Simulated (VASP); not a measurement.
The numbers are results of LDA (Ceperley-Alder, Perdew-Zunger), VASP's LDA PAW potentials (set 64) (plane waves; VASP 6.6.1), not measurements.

VASP input:

**KPOINTS**
```
Automatic mesh
0
Gamma
10 10 10
0 0 0
```

**POSCAR**
```
GaN
1
    0.0000000000     2.1864472732     2.1864472732
    2.1864472732     0.0000000000     2.1864472732
    2.1864472732     2.1864472732     0.0000000000
Ga N
1 1
Direct
  0.0000000000   0.0000000000   0.0000000000
  0.2500000000   0.2500000000   0.2500000000
```

**INCAR**
```
# general
SYSTEM  = GaN
PREC    = Accurate
ENCUT   = 520
LREAL   = .False.
LASPH   = .True.

# electronic loop
EDIFF   = 1E-7
NELM    = 100
ALGO    = Normal
LMAXMIX = 4

# smearing
ISMEAR  = 0
SIGMA   = 0.05

# ions
ISIF    = 2

# output
LWAVE   = .False.
LCHARG  = .False.
```

POTCAR, in this order: Ga_d N (LDA.64 set). Program: vasp_std.

Problem. What does the run give for the energy per atom (σ→0), pressure, band gap (on the k-mesh)?

Solution. 
```
Item                              Result
------------------------  --------------
energy per atom (σ→0)     -6.944 eV/atom
band gap (on the k-mesh)         2.34 eV
pressure                       14.16 GPa
```

### OSZICAR
```
...
DAV:   7    -0.139167699338E+02    0.22057E-01   -0.33939E-01  1237   0.717E+00    0.173E+00
DAV:   8    -0.138912658949E+02    0.25504E-01   -0.67649E-02  1447   0.392E+00    0.620E-01
DAV:   9    -0.138879963174E+02    0.32696E-02   -0.18274E-02  1784   0.357E+00    0.158E-01
DAV:  10    -0.138878766537E+02    0.11966E-03   -0.20113E-03  1610   0.805E-01    0.314E-02
DAV:  11    -0.138878557605E+02    0.20893E-04   -0.16762E-04  1838   0.233E-01    0.146E-02
DAV:  12    -0.138878566904E+02   -0.92992E-06   -0.10791E-05  1322   0.529E-02    0.337E-03
DAV:  13    -0.138878566758E+02    0.14625E-07   -0.47238E-07  1313   0.664E-03
   1 F= -.13887857E+02 E0= -.13887857E+02  d E =-.481037E-11
```

The compound is GaN in the zinc blende structure, a metastable form; wurtzite is the usual one. This cell is one point of a volume scan, at 0.94 of the reference volume.
